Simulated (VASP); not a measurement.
Computed with PBEsol GGA, VASP's PBE PAW potentials (set 64) (plane waves; VASP 6.6.1).

VASP ran on this input.

### POSCAR
```
GaN
1.0
  3.0891852865   0.0000000000   0.0000000000
 -1.5445926432   2.6753133458   0.0000000000
  0.0000000000   0.0000000000   5.0352276205
Ga N
2 2
Direct
  0.3333330000   0.6666670000   0.9993085699
  0.6666670000   0.3333330000   0.4993085699
  0.3333330000   0.6666670000   0.3756914301
  0.6666670000   0.3333330000   0.8756914301
```

INCAR:
```
SYSTEM = GaN
PREC = Accurate
ENCUT = 620
EDIFF = 1E-6
NELM = 100
ALGO = Normal
LREAL = .FALSE.
LASPH = .TRUE.
ISMEAR = 0
SIGMA = 0.05
GGA = PS
LMAXMIX = 4
LWAVE = .FALSE.
LCHARG = .FALSE.
IBRION = 2
ISIF = 3
NSW = 40
EDIFFG = -0.02
PSTRESS = 200
```

### KPOINTS
```
Automatic
0
Gamma
  8 8 5
0 0 0
```

POTCAR, in this order: Ga_d N (PBE.64 set). Program: vasp_std.

What VASP printed:

OSZICAR:
```
       N       E                     dE             d eps       ncg     rms          rms(c)
DAV:   1     0.290152704571E+03    0.29015E+03   -0.20351E+04  1392   0.346E+03
DAV:   2     0.716984832134E+01   -0.28298E+03   -0.27347E+03  1440   0.562E+02
DAV:   3    -0.286129506601E+02   -0.35783E+02   -0.35356E+02  1524   0.166E+02
DAV:   4    -0.300177664173E+02   -0.14048E+01   -0.14008E+01  1844   0.352E+01
DAV:   5    -0.300407548293E+02   -0.22988E-01   -0.22966E-01  1536   0.407E+00    0.107E+01
DAV:   6    -0.260137188549E+02    0.40270E+01   -0.13296E+01  2454   0.632E+01    0.309E+00
DAV:   7    -0.261006332652E+02   -0.86914E-01   -0.20126E+00  1428   0.125E+01    0.274E+00
DAV:   8    -0.260773575537E+02    0.23276E-01   -0.34098E-01  2104   0.106E+01    0.939E-01
DAV:   9    -0.260492543347E+02    0.28103E-01   -0.13311E-01  2382   0.699E+00    0.259E-01
DAV:  10    -0.260501764001E+02   -0.92207E-03   -0.75577E-03  1536   0.971E-01    0.845E-02
DAV:  11    -0.260501299244E+02    0.46476E-04   -0.73449E-04  2068   0.631E-01    0.899E-03
DAV:  12    -0.260501383374E+02   -0.84130E-05   -0.92845E-05  1616   0.112E-01    0.855E-03
DAV:  13    -0.260501381621E+02    0.17524E-06   -0.71031E-06  1782   0.284E-02
   1 F= -.20855478E+02 E0= -.20855478E+02  d E =-.208555E+02
```

**OUTCAR**
```
------------------------ aborting loop because EDIFF is reached ----------------------------------------
  FORCE on cell =-STRESS in cart. coord.  units (eV):
  Direction    XX          YY          ZZ          XY          YZ          ZX
  --------------------------------------------------------------------------------------
  Total        5.1581713      5.1581729      5.1527905      0.0000000      0.0000000      0.0000000
  in kB      198.5951423    198.5952032    198.3879777      0.0000000      0.0000000      0.0000000
  external PRESSURE =      -1.4738923 kB  Pullay stress =     200.0000000 kB
  volume of cell :       41.61
      direct lattice vectors                 reciprocal lattice vectors
     3.089185286  0.000000000  0.000000000     0.323709945  0.186893995  0.000000000
    -1.544592643  2.675313346  0.000000000     0.000000000  0.373787991  0.000000000
     0.000000000  0.000000000  5.035227620     0.000000000  0.000000000  0.198600754
  FREE ENERGIE OF THE ION-ELECTRON SYSTEM (eV)
  ---------------------------------------------------
  free  energy   TOTEN  =       -26.0501381621 eV

  energy  without entropy=      -26.0501381621  energy(sigma->0) =      -26.05013816
  enthalpy is  TOTEN    =       -20.8554780737 eV   P V=        5.1946600884

 reached required accuracy - stopping structural energy minimisation
```
(Selected blocks of OUTCAR.)

The structure was generated: GaN was put into the wurtzite type (P6_3mc), which need not be its known phase. It was relaxed first under an external pressure of 20 GPa.
